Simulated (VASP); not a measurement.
Data:

```yaml
crystal:
  lattice:
    - [0.00000, 3.05771, 3.05771]
    - [3.05771, 0.00000, 3.05771]
    - [12.22159, 12.22159, 0.00924]
  atoms:
    - { symbol: Hg, position: [0.00097, 0.00097, 0.99927] }
    - { symbol: Hg, position: [0.99925, 0.99925, 0.25056] }
    - { symbol: Se, position: [0.24967, 0.24967, 0.06274] }
    - { symbol: Se, position: [0.24822, 0.24822, 0.31384] }
    - { symbol: Se, position: [0.25036, 0.25036, 0.56223] }
    - { symbol: Se, position: [0.25242, 0.25242, 0.81069] }
    - { symbol: Cd, position: [0.99873, 0.99873, 0.50095] }
    - { symbol: Cd, position: [0.00038, 0.00038, 0.74971] }
```

Calculation: PBEsol GGA, VASP's PBE PAW potentials (set 64) (plane waves; VASP). Run with 400 eV cut-off, Gaussian smearing of 0.050 eV, potentials Hg Se Cd.

Q: Give the energies of bands 27 to 40 at the high-symmetry points, in eV from the Fermi level.

A: 
```tsv
band	Γ	T	H2	L	S0	F
27	-3.03	-1.93	-4.33	-4.47	-4.33	-4.38
28	-1.00	-1.31	-4.28	-4.26	-4.28	-4.28
29	-1.00	-0.96	-2.84	-2.34	-2.84	-2.27
30	-0.63	-0.96	-2.75	-2.28	-2.73	-2.25
31	-0.63	-0.76	-2.65	-2.03	-2.69	-2.14
32	-0.48	-0.76	-2.52	-1.93	-2.51	-2.10
33	-0.48	-0.34	-1.73	-1.62	-1.76	-1.59
34	-0.42	-0.34	-1.66	-1.41	-1.64	-1.56
35	-0.07	-0.05	-1.59	-1.22	-1.61	-0.92
36	0.00	-0.05	-1.52	-1.03	-1.50	-0.91
37	0.00	0.65	2.97	1.98	2.95	1.49
38	1.18	0.98	3.11	2.43	3.12	2.77
39	1.57	1.49	3.70	3.04	3.70	2.89
40	1.89	1.88	3.90	3.08	3.90	3.13
```

It has no gap at this level: it comes out as a metal or semimetal.

The structure was generated: Cd2Hg2Se4 was put into an ordered model structure (R3m), which need not be its known phase. It was relaxed first.
